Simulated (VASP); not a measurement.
Consider the following.

```xyz
3
Lattice="0.0000 3.2613 3.2613 3.2613 0.0000 3.2613 3.2613 3.2613 0.0000" Properties=species:S:1:pos:R:3 pbc="T T T"
Na     1.6307     1.6307     1.6307
Na     4.8920     4.8920     4.8920
S      0.0000     0.0000     0.0000
```

Method: optB86b-vdW, VASP's PBE PAW potentials (set 64) (plane waves; VASP 6.6.1). Run with 520 eV cut-off, 7×7×7 Γ-centred mesh, tetrahedra with Blöchl corrections, potentials Na_pv S.

Task: What does the run give for the energy per atom (σ→0), band gap (on the k-mesh) with the smallest direct gap where there is one?

Result: 
```yaml
band gap (on the k-mesh): 2.50 eV
smallest direct gap (on the k-mesh): 2.50 eV
energy per atom (σ→0): -1.426 eV/atom
```

Only differences to runs with the same potentials and settings are physical.

The compound is Na2S in the antifluorite structure. It was relaxed first.
